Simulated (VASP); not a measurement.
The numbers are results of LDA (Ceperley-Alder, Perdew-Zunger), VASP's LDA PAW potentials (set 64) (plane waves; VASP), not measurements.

A VASP calculation is set up with these files.

### KPOINTS
```
Automatic mesh
0
Gamma
5 5 5
0.5 0.5 0.5
```

INCAR:
```
ISMEAR = 1
LWAVE = F
LMAXMIX = 4
ISIF = 2   ! forces and stress, cell fixed
LREAL = F   ! projection in real space or not
NELM = 100
EDIFF = 1E-6   ! SCF stop (eV)
SIGMA = 0.05   ! width (eV)
LASPH = T
PREC = Accurate
SYSTEM = LiNbO3
ENCUT = 400
LCHARG = F
ALGO = Normal
```

### POSCAR
```
LiNbO3
1
    2.6307780000     1.5188800000     4.6317750000
   -2.6307780000     1.5188800000     4.6317750000
    0.0000000000    -3.0377610000     4.6317750000
Li Nb O
2 2 6
Direct
  0.2875000000   0.2875000000   0.2875000000
  0.7875000000   0.7875000000   0.7875000000
  0.0128000000   0.0128000000   0.0128000000
  0.5128000000   0.5128000000   0.5128000000
  0.7464300000   0.1409300000   0.3626300000
  0.3626300000   0.7464300000   0.1409300000
  0.1409300000   0.3626300000   0.7464300000
  0.8626300000   0.6409300000   0.2464300000
  0.2464300000   0.8626300000   0.6409300000
  0.6409300000   0.2464300000   0.8626300000
```

POTCAR, in this order: Li_sv Nb_sv O (LDA.64 set). Program: vasp_std.

Output of the run:

OUTCAR:
```
 ion  position               nearest neighbor table
   1  0.288  0.288  0.288-   9 2.11  10 2.11   8 2.11
   2  0.788  0.788  0.788-   6 2.11   5 2.11   7 2.11
   3  0.013  0.013  0.013-   7 1.91   6 1.91   5 1.91   8 2.09  10 2.09   9 2.09
   4  0.513  0.513  0.513-   8 1.91   9 1.91  10 1.91   7 2.09   5 2.09   6 2.09
   5  0.746  0.141  0.363-   3 1.91   4 2.09   2 2.11
   6  0.363  0.746  0.141-   3 1.91   4 2.09   2 2.11
   7  0.141  0.363  0.746-   3 1.91   4 2.09   2 2.11
   8  0.863  0.641  0.246-   4 1.91   3 2.09   1 2.11
   9  0.246  0.863  0.641-   4 1.91   3 2.09   1 2.11
  10  0.641  0.246  0.863-   4 1.91   3 2.09   1 2.11
  LATTYP: Found a trigonal (rhomboedric) cell.
 ALAT       =     5.5390729360
 COS(alpha) =     0.5488466039
 Subroutine PRICEL returns:
 Original cell was already a primitive cell.
 Subroutine GETGRP returns: Found  6 space group operations
The static configuration has the point symmetry C_3 .
 The point group associated with its full space group is C_3v.
The dynamic configuration has the point symmetry C_3 .
 Subroutine INISYM returns: Found  6 space group operations
 Subroutine IBZKPT returns following result:
 Found     19 irreducible k-points:

 Following reciprocal coordinates:
...
```

File OSZICAR:
```
       N       E                     dE             d eps       ncg     rms          rms(c)
DAV:   1     0.644028506602E+03    0.64403E+03   -0.32191E+04  1520   0.148E+03
DAV:   2    -0.470553017970E+02   -0.69108E+03   -0.67759E+03  2168   0.560E+02
DAV:   3    -0.998272390835E+02   -0.52772E+02   -0.52563E+02  2296   0.138E+02
DAV:   4    -0.104594912487E+03   -0.47677E+01   -0.47637E+01  2704   0.384E+01
DAV:   5    -0.104881449556E+03   -0.28654E+00   -0.28651E+00  2320   0.699E+00    0.267E+01
DAV:   6    -0.878882884704E+02    0.16993E+02   -0.95851E+01  2096   0.570E+01    0.104E+01
DAV:   7    -0.875428508301E+02    0.34544E+00   -0.83481E+00  2552   0.172E+01    0.496E+00
DAV:   8    -0.874734511235E+02    0.69400E-01   -0.81399E-01  2416   0.504E+00    0.186E+00
DAV:   9    -0.874703978620E+02    0.30533E-02   -0.11495E-01  2120   0.252E+00    0.714E-01
DAV:  10    -0.874685896262E+02    0.18082E-02   -0.26174E-02  2360   0.118E+00    0.173E-01
DAV:  11    -0.874683162280E+02    0.27340E-03   -0.24226E-03  2456   0.336E-01    0.569E-02
DAV:  12    -0.874683825563E+02   -0.66328E-04   -0.29984E-04  2120   0.108E-01    0.335E-02
DAV:  13    -0.874683507576E+02    0.31799E-04   -0.15812E-04  2216   0.102E-01    0.131E-02
DAV:  14    -0.874683513499E+02   -0.59226E-06   -0.10024E-05  2208   0.185E-02    0.666E-03
DAV:  15    -0.874683512476E+02    0.10224E-06   -0.22005E-06  1392   0.119E-02
   1 F= -.87468351E+02 E0= -.87468784E+02  d E =0.129828E-02
```

OUTCAR:
```
------------------------ aborting loop because EDIFF is reached ----------------------------------------
  FORCE on cell =-STRESS in cart. coord.  units (eV):
  Direction    XX          YY          ZZ          XY          YZ          ZX
  --------------------------------------------------------------------------------------
  Total      -11.1118987    -11.1118979    -10.6159059      0.0000000      0.0000008      0.0000000
  in kB     -160.3217304   -160.3217192   -153.1655796      0.0000000      0.0000110      0.0000000
  external PRESSURE =    -157.9363431 kB  Pullay stress =       0.0000000 kB
  volume of cell :      111.05
      direct lattice vectors                 reciprocal lattice vectors
     2.630778000  1.518880000  4.631775000     0.190057846  0.109729952  0.071966659
    -2.630778000  1.518880000  4.631775000    -0.190057846  0.109729952  0.071966659
     0.000000000 -3.037761000  4.631775000     0.000000000 -0.219459905  0.071966635
 POSITION                                       TOTAL-FORCE (eV/Angst)
 -----------------------------------------------------------------------------------
      0.00000     -0.00000      3.99491        -0.000000     -0.000000      0.074611
      0.00000     -0.00000     10.94257        -0.000000     -0.000000      0.074611
      0.00000     -0.00000      0.17786        -0.000000     -0.000000      0.375858
      0.00000     -0.00000      7.12552        -0.000000     -0.000000      0.375858
      1.59294      0.24621      5.78967        -0.047748      0.013605     -0.150156
     -1.00969      1.25642      5.78967         0.012092     -0.048154     -0.150156
     -0.58324     -1.50263      5.78967         0.035656      0.034549     -0.150156
      0.58324      1.53513      8.10556        -0.035656      0.034549     -0.150156
     -1.62109     -0.26246      8.10556        -0.012092     -0.048154     -0.150156
      1.03784     -1.27267      8.10556         0.047748      0.013605     -0.150156
 -----------------------------------------------------------------------------------
    total drift:                                0.000000      0.000007     -0.000182
  FREE ENERGIE OF THE ION-ELECTRON SYSTEM (eV)
  ---------------------------------------------------
  free  energy   TOTEN  =       -87.4683512476 eV

  energy  without entropy=      -87.4696495237  energy(sigma->0) =      -87.46878401
```
(Selected blocks of OUTCAR.)

At this cut-off the stress carries a Pulay error, which pulls relaxed volumes low.

The structure was generated: LiNbO3 was put into an ordered model structure, which need not be its known phase. The cell was not relaxed at this level. The run is one of a series of settings (GGA removed, POTCAR Li_sv Nb_sv O (LDA.64 set) against the base run), some of them coarse on purpose.
